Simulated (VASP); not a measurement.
Here is the system:

```xyz
1
Lattice="-1.5437 1.5437 1.5437 1.5437 -1.5437 1.5437 1.5437 1.5437 -1.5437" Properties=species:S:1:pos:R:3 pbc="T T T"
Pd     0.0000     0.0000     0.0000
```

The numbers are results of r2SCAN meta-GGA, VASP's PBE PAW potentials (set 64) (plane waves; VASP), not measurements. Settings: 400 eV cut-off, 15×15×15 Γ-centred mesh, first-order Methfessel-Paxton smearing of 0.10 eV, potentials Pd.

Energy and stress use the plane-wave basis of the starting cell.

Task: The ions, cell shape and volume are relaxed. Give the cell that the relaxation ends in.

Result: 
```xyz
1
Lattice="-1.5547 1.5547 1.5547 1.5547 -1.5547 1.5547 1.5547 1.5547 -1.5547" Properties=species:S:1:pos:R:3 pbc="T T T"
Pd     0.0000     0.0000     0.0000
```
Space group Im-3m (229), at a tolerance of 0.03 Å.

Task: How do energy and volume change from the first to the last step?

Result: The energy (σ→0) changes by -4.0 meV/atom and the volume by +2.1 %, in 3 ionic steps.

The structure was generated: Pd was put into the bcc type (Im-3m), which need not be its known phase. This run relaxes it. Symmetry was kept, so distortions that lower it aren't found.
